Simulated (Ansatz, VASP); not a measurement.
**Two plane-wave programs on SrMg**

The input INCAR:

```
SYSTEM = SrMg
  PREC = Accurate
  ENCUT = 520
  EDIFF = 1E-7
  ISMEAR = 0
  SIGMA = 0.15
  LREAL = .False.
  LASPH = .True.
  NELM = 100
  ALGO = Normal
  ISIF = 2
  LWAVE = .False.
  LCHARG = .True.
  LELF = .True.
  LVHAR = .True.
  NBANDS = 13
```

KPOINTS

```
regular mesh
0
Gamma
  12 12 12
  0 0 0
```

Contents of POSCAR:

```
SrMg
1.0
    0.0000000000      3.2195528800      3.2195528800
    3.2195528800      0.0000000000      3.2195528800
    3.2195528800      3.2195528800      0.0000000000
Sr Mg
1 1
Direct
    0.5000000000      0.5000000000      0.5000000000
    0.0000000000      0.0000000000      0.0000000000
```

Input for Ansatz:

```yaml
crystal:
  lattice:
    - [0.0, 3.21955288, 3.21955288]
    - [3.21955288, 0.0, 3.21955288]
    - [3.21955288, 3.21955288, 0.0]
  atoms:
    - { symbol: Sr, position: [0.5, 0.5, 0.5] }
    - { symbol: Mg, position: [0.0, 0.0, 0.0] }
basis:
  ecutwfc: 420
kpoints:
  mp_grid: { grid: [12, 12, 12] }
hamiltonian:
  xc: lda
scf:
  occupations: { method: gaussian, width: 0.15 }
output:
  forces: true
  stress: true
  eigenvalues: true
```

Change from the starting cell: strain -0.080 along x and y, -0.080 along z, atoms carried along.

Alike in both runs: task single point; functional LDA; k mesh 12 × 12 × 12; occupations gaussian, width 0.15 eV; no spin polarisation.

|  | VASP | Ansatz |
| --- | --- | --- |
| version | VASP 6.6.1 | Ansatz 0.2.0 |
| potentials or method | VASP PAW LDA potentials, release 64 (Sr_sv, Mg) | scalar-relativistic, plane waves, PAW |
| plane-wave cutoff (eV) | 520 | 420 |
| valence electrons in the cell | 12 | 20 |

|  | VASP | Ansatz | Ansatz less VASP |
| --- | --- | --- | --- |
| gap on the k mesh at the Fermi level (eV) | none | none | - |
| pressure (GPa) | 4.0 | 4.1 | +0.08 |

A gap of «none» marks a metal or a gap that the smearing closes. The two sets of potentials don't hold the same shells in valence.
